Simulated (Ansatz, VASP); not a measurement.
# NbGeP3O12 (NbGeP3O12 (R3c)) in two plane-wave programs, part 2 of 2

Wanted: the spread between two codes on one cell, functional and k mesh. The structure shown is the start of the Ansatz relaxation below; VASP solves that cell, so the two are compared at the walk's first step.

VASP 6.6.1 and Ansatz 0.2.0.

So far: Set-up; Ansatz: relaxation, PBEsol.

## (3) VASP: single point, PBEsol, start cell

Level of this step: PBEsol; plane waves and PAW (Nb_sv, Ge_d, P, O) (VASP).

The same cell, functional, mesh and smearing now go to VASP, with its own data sets.

Lines of VASP's logs that name or quote its potential files are left out, and so is its time.

INCAR reads:

```
SYSTEM = NbGeP3O12
PREC = Accurate
ENCUT = 520
EDIFF = 1E-06
NELM = 120
ISMEAR = -1
SIGMA = 0.01
LREAL = Auto
ALGO = Normal
GGA = PS
NBANDS = 140
LASPH = .TRUE.
LORBIT = 11
LWAVE = .FALSE.
LCHARG = .FALSE.
ISIF = 2
GGA_COMPAT = .FALSE.
EFERMI = MIDGAP
KPAR = 4
```

POSCAR reads:

```
NbGeP3O12
1.0
    4.2939120000      2.4790910000      7.3302730000
   -4.2939120000      2.4790910000      7.3302730000
    0.0000000000     -4.9581820000      7.3302730000
Nb Ge P O
2 2 6 24
Direct
    0.3626626298      0.3626626298      0.3626626298
    0.8626626298      0.8626626298      0.8626626298
    0.6450535221      0.6450535221      0.6450535221
    0.1450535221      0.1450535221      0.1450535221
    0.7704636811      0.0195626998      0.4586671875
    0.4586671875      0.7704636811      0.0195626998
    0.0195626998      0.4586671875      0.7704636811
    0.5195626998      0.2704636811      0.9586671875
    0.9586671875      0.5195626998      0.2704636811
    0.2704636811      0.9586671875      0.5195626998
    0.7448225169      0.8476313164      0.4841235670
    0.4841235670      0.7448225169      0.8476313164
    0.8476313164      0.4841235670      0.7448225169
    0.3476313164      0.2448225169      0.9841235670
    0.9841235670      0.3476313164      0.2448225169
    0.2448225169      0.9841235670      0.3476313163
    0.2849557020      0.1346032886      0.4981713245
    0.4981713245      0.2849557020      0.1346032886
    0.1346032886      0.4981713245      0.2849557020
    0.6346032886      0.7849557020      0.9981713245
    0.9981713245      0.6346032886      0.7849557020
    0.7849557020      0.9981713245      0.6346032886
    0.4431717181      0.7814924318      0.5518254501
    0.5518254501      0.4431717181      0.7814924318
    0.7814924318      0.5518254501      0.4431717181
    0.2814924318      0.9431717181      0.0518254501
    0.0518254501      0.2814924318      0.9431717181
    0.9431717181      0.0518254501      0.2814924318
    0.5919819578      0.2008216427      0.4299886815
    0.4299886815      0.5919819578      0.2008216427
    0.2008216427      0.4299886816      0.5919819578
    0.7008216427      0.0919819578      0.9299886816
    0.9299886816      0.7008216427      0.0919819578
    0.0919819578      0.9299886816      0.7008216427
```

KPOINTS reads:

```
Automatic mesh
0
Gamma
4 4 4
0 0 0
```

The projector-augmented-wave data sets are Nb_sv, Ge_d, P and O (PBE family, release 64).

The run is started by

```
$ mpirun -np 4 vasp_std
```

Numbers of over 12 decimals in the logs are rounded to 6 here.

Output:

```text
[banner, memory and clock lines left out]
running    4 mpi-ranks, on    1 nodes
[...]
|                                                                             |
|               ----> ADVICE to this user running VASP <----                  |
|                                                                             |
|     You enforced a specific xc type in the INCAR file but a different       |
|     [... a line on the potential file left out ...]
|     I HOPE YOU KNOW WHAT YOU ARE DOING!                                     |
|                                                                             |

 LDA part: xc-table for (Slater+PW92), standard interpolation
 POSCAR, INCAR and KPOINTS ok, starting setup
[...]
entering main loop
       N       E                     dE             d eps       ncg     rms          rms(c)
DAV:   1     0.287813208747E+04    0.28781E+04   -0.11228E+05  5612   0.226E+03
DAV:   2     0.323087275816E+03   -0.25550E+04   -0.23447E+04  4632   0.838E+02
DAV:   3    -0.244103598211E+03   -0.56719E+03   -0.55330E+03  4216   0.265E+02
DAV:   4    -0.305105131279E+03   -0.61002E+02   -0.60494E+02  5144   0.945E+01
[...]
DAV:  15    -0.268523072642E+03   -0.62304E-05   -0.12764E-05  5400   0.157E-02    0.816E-03
DAV:  16    -0.268523078064E+03   -0.54218E-05   -0.61717E-06  3800   0.830E-03    0.312E-03
DAV:  17    -0.268523078151E+03   -0.86675E-07   -0.35496E-07  2600   0.337E-03
   1 F= -.26852308E+03 E0= -.26852308E+03  d E =0.000000E+00
```

Parts of OUTCAR (step 3):

```text
  Total      -14.0018090    -14.0018062    -12.9592757      0.0000000      0.0000000      0.0000000
  in kB      -47.9156873    -47.9156777    -44.3480270      0.0000000      0.0000000      0.0000000
  external PRESSURE =     -46.7264640 kB  Pullay stress =       0.0000000 kB

 POSITION                                       TOTAL-FORCE (eV/Angst)
 -----------------------------------------------------------------------------------
      0.00000      0.00000      7.97525         0.000000     -0.000000     -0.390515
      0.00000      0.00000     18.97066         0.000000     -0.000000     -0.390515
      0.00000      0.00000     14.18526         0.000000     -0.000000     -0.011204
      0.00000      0.00000      3.18985         0.000000     -0.000000     -0.011204
      3.22430     -0.31561      9.15326         0.101658      0.229437     -0.129241
     -1.33883      2.95013      9.15326        -0.249528     -0.026680     -0.129241
     -1.88548     -2.63452      9.15326         0.147870     -0.202757     -0.129241
      1.06961     -2.79470     12.81840        -0.101658      0.229437     -0.129241
      1.88548      2.32366     12.81840        -0.147870     -0.202757     -0.129241
     -2.95509      0.47104     12.81840         0.249528     -0.026680     -0.129241
     -0.44145      1.54747     15.22188         0.022011     -0.183297      0.092831
     -1.11942     -1.15604     15.22188         0.147734      0.110710      0.092831
      1.56087     -0.39142     15.22188        -0.169745      0.072586      0.092831
      0.44145     -3.41072     11.55674        -0.022011     -0.183297      0.092831
[...]
-----------------------------------------------------------------------------------
    total drift:                                0.000000      0.000007     -0.037976

  FREE ENERGIE OF THE ION-ELECTRON SYSTEM (eV)
  ---------------------------------------------------
  free  energy   TOTEN  =      -268.5230781505 eV

  energy  without entropy=     -268.5230781505  energy(sigma->0) =     -268.52307815

[... 3 further parts left out ...]
[key lines of the parts left out:]
E-fermi :   2.2929
```

The run ends at a pressure of -4.67 GPa, with forces up to 0.75 eV/Å.

## (4) Comparison

Known differences besides the potentials themselves: the cutoff is 420 eV in Ansatz and 520 eV in VASP (PREC = Accurate, projectors in real space); Ansatz makes its cores anew for this functional, VASP keeps those of its PBE data sets. Total energies have different zeros and are not compared.

Forces on 10 of the 34 atoms, those with the largest forces and the largest differences (eV/Å; atoms numbered as in POSCAR):

```csv
atom,"Ansatz x, y, z","VASP x, y, z"
Ge3,"0.000, 0.000, 0.064","0.000, 0.000, -0.011"
Ge4,"0.000, 0.000, 0.064","0.000, 0.000, -0.011"
P7,"0.109, -0.193, -0.132","0.148, -0.203, -0.129"
O21,"-0.421, -0.053, 0.446","-0.455, -0.067, 0.450"
O29,"-0.644, 0.060, -0.333","-0.651, 0.059, -0.361"
O30,"0.270, -0.588, -0.333","0.275, -0.593, -0.361"
O31,"0.374, 0.528, -0.333","0.376, 0.534, -0.361"
O32,"0.644, 0.060, -0.333","0.651, 0.059, -0.361"
O33,"-0.374, 0.528, -0.333","-0.376, 0.534, -0.361"
O34,"-0.270, -0.588, -0.333","-0.275, -0.593, -0.361"
```

The forces differ by 22 meV/Å r.m.s., which is 8.4 % of the r.m.s. force of 0.262 eV/Å (both taken over all components).

## (5) Summary of results

```yaml
r_m_s_force_difference_single_point_pbesol_start_cell: 8.4 % of the r.m.s. force
```

In words: The r.m.s. force difference is 8.4 % of the r.m.s. force (single point, PBEsol, start cell), beyond the 3 % picked in this series as the mark of a large difference. What causes the difference of the single point, PBEsol, start cell pair stays open here. Such differences can come from data sets, numerical settings and the points named under the comparisons, not from the functional's error against experiment.

[Lines on the potential files, build, host, timing and source positions are cut from VASP's logs without a mark.]

[Logs are printed without paths, hosts, clocks, repeated set-up lines and the standing remarks that a program may print on its own settings, such as how far it seeks lower states.]

[Hosts, paths, dates, database ids (printed as entryN), source tags and the programs' standing remarks are cut or masked in the printed files.]
